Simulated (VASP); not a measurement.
VASP ran on this input.

INCAR:
```
SYSTEM = SiC
PREC = Accurate
ENCUT = 520
EDIFF = 1E-6
NELM = 100
ALGO = Normal
LREAL = .FALSE.
LASPH = .TRUE.
ISMEAR = 0
SIGMA = 1.5
GGA = PE
LWAVE = .FALSE.
LCHARG = .FALSE.
ISIF = 2
```

### KPOINTS
```
Automatic mesh
0
Gamma
8 8 8
0 0 0
```

File POSCAR:
```
SiC
1
    0.0000000000     2.2236000000     2.2236000000
    2.2236000000     0.0000000000     2.2236000000
    2.2236000000     2.2236000000     0.0000000000
Si C
1 1
Direct
  0.0000000000   0.0000000000   0.0000000000
  0.2500000000   0.2500000000   0.2500000000
```

POTCAR, in this order: Si C (PBE.64 set). Program: vasp_std.

The run wrote:

standard output:
```
 POSCAR found type information on POSCAR SiC
 POSCAR found :  2 types and       2 ions
 Reading from existing POTCAR
 Reading from existing POTCAR
 LDA part: xc-table for (Slater+PW92), standard interpolation
 POSCAR, INCAR and KPOINTS ok, starting setup
 WAVECAR not read
 entering main loop
       N       E                     dE             d eps       ncg     rms          rms(c)
DAV:   1     0.281353539312E+01    0.28135E+01   -0.40503E+03   480   0.830E+02
DAV:   2    -0.163842265526E+02   -0.19198E+02   -0.18307E+02   696   0.105E+02
DAV:   3    -0.167277862118E+02   -0.34356E+00   -0.34352E+00   496   0.167E+01
DAV:   4    -0.167290416833E+02   -0.12555E-02   -0.12555E-02   744   0.116E+00
DAV:   5    -0.167290428202E+02   -0.11369E-05   -0.11363E-05   512   0.219E-02    0.819E+00
DAV:   6    -0.151008729673E+02    0.16282E+01   -0.74406E+00   480   0.151E+01    0.355E+00
DAV:   7    -0.150698611659E+02    0.31012E-01   -0.24412E-01   712   0.368E+00    0.165E+00
DAV:   8    -0.150629576318E+02    0.69035E-02   -0.16959E-02   488   0.119E+00    0.176E-01
DAV:   9    -0.150631992191E+02   -0.24159E-03   -0.95896E-04   744   0.251E-01    0.102E-01
DAV:  10    -0.150633066608E+02   -0.10744E-03   -0.22685E-04   640   0.115E-01    0.231E-02
DAV:  11    -0.150633077948E+02   -0.11340E-05   -0.47759E-05   616   0.423E-02    0.637E-03
DAV:  12    -0.150633080331E+02   -0.23832E-06   -0.17000E-06   416   0.102E-02
   1 F= -.15063308E+02 E0= -.14998100E+02  d E =-.130416E+00
```

### OUTCAR
```
------------------------ aborting loop because EDIFF is reached ----------------------------------------
  FORCE on cell =-STRESS in cart. coord.  units (eV):
  Direction    XX          YY          ZZ          XY          YZ          ZX
  --------------------------------------------------------------------------------------
  Total       -1.2129241     -1.2129241     -1.2129241      0.0000000      0.0000000      0.0000000
  in kB      -88.3780089    -88.3780089    -88.3780089      0.0000000      0.0000000      0.0000000
  external PRESSURE =     -88.3780089 kB  Pullay stress =       0.0000000 kB
  volume of cell :       21.99
      direct lattice vectors                 reciprocal lattice vectors
     0.000000000  2.223600000  2.223600000    -0.224860586  0.224860586  0.224860586
     2.223600000  0.000000000  2.223600000     0.224860586 -0.224860586  0.224860586
     2.223600000  2.223600000  0.000000000     0.224860586  0.224860586 -0.224860586
  FREE ENERGIE OF THE ION-ELECTRON SYSTEM (eV)
  ---------------------------------------------------
  free  energy   TOTEN  =       -15.0633080331 eV

  energy  without entropy=      -14.9328921058  energy(sigma->0) =      -14.99810007
```
(Selected blocks of OUTCAR.)

Q: Read input and log: which fault does this run have?
A) ISPIN is misspelt, so the run is not spin-polarised
B) LEPSILON was set with a meta-GGA
C) SIGMA is far too large
D) IBRION is misspelt, so VASP ignores the line and takes its default

A: C, SIGMA is far too large. The run ends without an error. Against the sound run, the energy per atom (σ→0) rises by 0.017 eV/atom; the pressure rises by 0.09 GPa; the band gap rises by 0.02 eV.

To mend it, set SIGMA = 0.05.

The mended run (PBE GGA, plane waves, VASP's PBE PAW potentials (set 64)) converges, and its OSZICAR ends with
```
   1 F= -.15031393E+02 E0= -.15031393E+02  d E =-.964489E-14
```

The compound is SiC in the zinc blende structure. The cell was not relaxed at this level.
